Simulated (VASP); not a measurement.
## ZnSe (space group F-43m): computed properties

Level of theory: PBEsol GGA, VASP's PBE PAW potentials (set 64) (plane waves; VASP).

```json
{
  "space_group": "F-43m (216)",
  "cell": "a = 5.6353 Å, b = 5.6353 Å, c = 5.6353 Å, α = 90.00°, β = 90.00°, γ = 90.00°",
  "volume_per_atom": "22.37 Å^3/atom",
  "band gap (over mesh and band path)": "1.24 eV",
  "smallest direct gap (over mesh and band path)": "1.24 eV",
  "hill_bulk_modulus": "65.7 GPa",
  "hill_shear_modulus": "28.7 GPa",
  "Poisson's ratio": "0.309",
  "band_edge_character": "direct, Γ to Γ",
  "density": "5.36 g/cm³",
  "C11": "89.5 GPa",
  "C12": "53.8 GPa",
  "C44": "39.5 GPa"
}
```

```xyz
2
Lattice="0.0000 2.8176 2.8176 2.8176 0.0000 2.8176 2.8176 2.8176 0.0000" Properties=species:S:1:pos:R:3 pbc="T T T"
Zn     1.4088     1.4088     1.4088
Se     0.0000     0.0000     0.0000
```

The structure comes from a measured ZnSe entry (F-43m) of the Crystallography Open Database, whose conditions weren't checked. It was relaxed first, which changed the volume by -7 %. Symmetry was kept, so distortions that lower it aren't found.
